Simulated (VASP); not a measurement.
OSZICAR of a VASP run on YPt3 (space group Pm-3m):

### OSZICAR
```
       N       E                     dE             d eps       ncg     rms          rms(c)
DAV:   1     0.169723912122E+03    0.16972E+03   -0.15448E+04  1680   0.108E+03
DAV:   2    -0.285131145458E+02   -0.19824E+03   -0.19476E+03  2024   0.281E+02
DAV:   3    -0.351741081073E+02   -0.66610E+01   -0.65909E+01  2296   0.470E+01
DAV:   4    -0.353094440838E+02   -0.13534E+00   -0.13524E+00  2128   0.626E+00
DAV:   5    -0.353121575779E+02   -0.27135E-02   -0.27132E-02  2344   0.754E-01    0.575E+01
DAV:   6    -0.338349928983E+02    0.14772E+01   -0.85185E+00  2024   0.162E+01    0.241E+01
DAV:   7    -0.336304393841E+02    0.20455E+00   -0.14160E+00  1784   0.636E+00    0.145E+01
DAV:   8    -0.335773071352E+02    0.53132E-01   -0.37658E-01  2088   0.374E+00    0.226E+00
DAV:   9    -0.335730521539E+02    0.42550E-02   -0.34737E-02  1832   0.119E+00    0.114E+00
DAV:  10    -0.335728506824E+02    0.20147E-03   -0.15306E-03  2128   0.224E-01    0.168E-01
DAV:  11    -0.335728556069E+02   -0.49245E-05   -0.14262E-04  1904   0.905E-02    0.641E-02
DAV:  12    -0.335728505902E+02    0.50167E-05   -0.35737E-05  2184   0.324E-02    0.109E-02
DAV:  13    -0.335728508591E+02   -0.26897E-06   -0.24930E-06  1728   0.902E-03
   1 F= -.33572851E+02 E0= -.33541698E+02  d E =-.623065E-01
```

Q: Which electronic solver shows in the log?

A: It is blocked Davidson (ALGO = Normal, or the opening steps of other solvers). The INCAR had ALGO = Normal.

Q: Can the final energy be trusted as converged?

A: The run converged. It stopped with EDIFF = 1E-6, NELM = 100 (LDA (Ceperley-Alder, Perdew-Zunger), plane waves, VASP's LDA PAW potentials (set 64)).

The structure comes from a computed database's YPt3 entry (Pm-3m); how it stands against other phases isn't given here. The cell was not relaxed at this level, and its volume differs by -5.9 % from the start's. The electron count is odd and the run is not spin-polarised, which forces a metal.
